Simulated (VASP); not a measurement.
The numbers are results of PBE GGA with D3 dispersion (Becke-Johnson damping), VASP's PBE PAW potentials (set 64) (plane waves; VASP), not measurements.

VASP ran on this input.

INCAR:
```
LREAL  =  .FALSE.   ! projection in real space or not
GGA  =  PE   ! PBE
EDIFF  =  1E-7   ! SCF stop (eV)
SYSTEM  =  Au
ISMEAR  =  1
IVDW  =  12   ! D3, Becke-Johnson
PREC  =  Accurate
ALGO  =  Normal   ! blocked Davidson
LMAXMIX  =  6   ! l cut-off of mixed one-centre charges
LASPH  =  .TRUE.   ! aspherical one-centre terms
LWAVE  =  .FALSE.
NELM  =  100   ! most electronic steps
LCHARG  =  .FALSE.
ISIF  =  2
SIGMA  =  0.1   ! width (eV)
ENCUT  =  520   ! plane-wave cut-off (eV)
```

File POSCAR:
```
Au
1
    0.0000000000     2.0700894797     2.0700894797
    2.0700894797     0.0000000000     2.0700894797
    2.0700894797     2.0700894797     0.0000000000
Au
1
Direct
  0.0000000000   0.0000000000   0.0000000000
```

KPOINTS:
```
Automatic mesh
0
Gamma
15 15 15
0 0 0
```

POTCAR, in this order: Au (PBE.64 set). Program: vasp_std.

The resulting files:

**OSZICAR**
```
       N       E                     dE             d eps       ncg     rms          rms(c)
DAV:   1     0.433720646523E+02    0.43372E+02   -0.57984E+03  2344   0.109E+03
DAV:   2    -0.312209564776E+01   -0.46494E+02   -0.44002E+02  2257   0.200E+02
DAV:   3    -0.348344014212E+01   -0.36134E+00   -0.36110E+00  2581   0.188E+01
DAV:   4    -0.348430638832E+01   -0.86625E-03   -0.86623E-03  2469   0.972E-01
DAV:   5    -0.348431175259E+01   -0.53643E-05   -0.53645E-05  2446   0.747E-02    0.827E+00
DAV:   6    -0.323653843986E+01    0.24777E+00   -0.83420E-01  2200   0.889E+00    0.538E+00
DAV:   7    -0.322040829646E+01    0.16130E-01   -0.64662E-02  2316   0.245E+00    0.268E+00
DAV:   8    -0.321844025300E+01    0.19680E-02   -0.11969E-03  2281   0.360E-01    0.209E-01
DAV:   9    -0.321843222269E+01    0.80303E-05   -0.53828E-06  2459   0.247E-02    0.130E-02
DAV:  10    -0.321843832598E+01   -0.61033E-05   -0.29741E-06  2395   0.225E-02    0.331E-03
DAV:  11    -0.321843822113E+01    0.10485E-06   -0.39762E-08  1762   0.189E-03    0.379E-04
DAV:  12    -0.321843818527E+01    0.35861E-07   -0.35965E-09  1136   0.690E-04
   1 F= -.38567211E+01 E0= -.38565713E+01  d E =-.449498E-03
```

File OUTCAR:
```
------------------------ aborting loop because EDIFF is reached ----------------------------------------
 Edisp (eV)   -0.63828
  FORCE on cell =-STRESS in cart. coord.  units (eV):
  Direction    XX          YY          ZZ          XY          YZ          ZX
  --------------------------------------------------------------------------------------
  Total      -0.49101    -0.49101    -0.49101    -0.00000     0.00000    -0.00000
  in kB     -44.34092   -44.34092   -44.34092    -0.00000     0.00000    -0.00000
  external pressure =      -44.34 kB  Pullay stress =        0.00 kB
  volume of cell :       17.74
      direct lattice vectors                 reciprocal lattice vectors
     0.000000000  2.070089480  2.070089480    -0.241535453  0.241535453  0.241535453
     2.070089480  0.000000000  2.070089480     0.241535453 -0.241535453  0.241535453
     2.070089480  2.070089480  0.000000000     0.241535453  0.241535453 -0.241535453
 POSITION                                       TOTAL-FORCE (eV/Angst)
 -----------------------------------------------------------------------------------
      0.00000      0.00000      0.00000         0.000000     -0.000000     -0.000000
 -----------------------------------------------------------------------------------
    total drift:                               -0.000000      0.000000      0.000000
  FREE ENERGIE OF THE ION-ELECTRON SYSTEM (eV)
  ---------------------------------------------------
  free  energy   TOTEN  =        -3.8567211493 eV

  energy  without entropy=       -3.8562716517  energy(sigma->0) =       -3.85657132
```
(Selected blocks of OUTCAR.)

The compound is Au in the fcc structure. This cell is one point of a volume scan, at 1.03 of the reference volume.
